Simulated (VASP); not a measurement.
VASP input:

### INCAR
```
SIGMA=0.01   ! width (eV)
NELM=100   ! most electronic steps
ISMEAR=0
LASPH=T   ! aspherical one-centre terms
ENCUT=400
PREC=Accurate
LREAL=F   ! projection in real space or not
LCHARG=F
ISIF=2   ! forces and stress, cell fixed
EDIFF=1E-6   ! SCF stop (eV)
LWAVE=F
ALGO=Normal
SYSTEM=N2
```

File KPOINTS:
```
Automatic mesh
0
Gamma
6 6 4
0 0 0
```

### POSCAR
```
N2
1
    4.1473630000     0.0000000000     0.0000000000
    0.0000000000     4.1473630000     0.0000000000
    0.0000000000     0.0000000000     5.4287720000
N
4
Direct
  0.9042800000   0.9042800000   0.0000000000
  0.0957200000   0.0957200000   0.0000000000
  0.5957200000   0.4042800000   0.5000000000
  0.4042800000   0.5957200000   0.5000000000
```

POTCAR, in this order: N (LDA.64 set). Program: vasp_std.

Task: Write an equivalent input for Ansatz.

Result: One equivalent input (not run):
Ansatz 0.2 input:
```yaml
crystal:
  lattice:
    - [4.1473630, 0.0000000, 0.0000000]
    - [0.0000000, 4.1473630, 0.0000000]
    - [0.0000000, 0.0000000, 5.4287720]
  atoms:
    - { symbol: N, position: [0.9042800, 0.9042800, 0.0000000] }
    - { symbol: N, position: [0.0957200, 0.0957200, 0.0000000] }
    - { symbol: N, position: [0.5957200, 0.4042800, 0.5000000] }
    - { symbol: N, position: [0.4042800, 0.5957200, 0.5000000] }
kpoints:
  mp_grid: { grid: [6, 6, 4] }
hamiltonian:
  xc: lda
  pseudopotentials: { kind: paw }
scf:
  occupations: { method: gaussian, width: 0.01 }
  max_iter: 100
output: { forces: true, stress: true, eigenvalues: true }
```
Limits of the translation: each code has its own PAW files, so the cut-off isn't converted (ENCUT is set for VASP's; basis.ecutwfc is left out, and Ansatz then takes the one that its files recommend); Ansatz stops its SCF on the density residual and VASP on the energy change (EDIFF); Ansatz's lda is the Perdew-Wang form, while the LDA potentials of VASP carry Perdew-Zunger's.

The structure comes from a computed database's N2 entry (P4_2/mnm); how it stands against other phases isn't given here. The cell was not relaxed at this level. The run is one of a series of settings (GGA removed, POTCAR N (LDA.64 set) against the base run), some of them coarse on purpose.
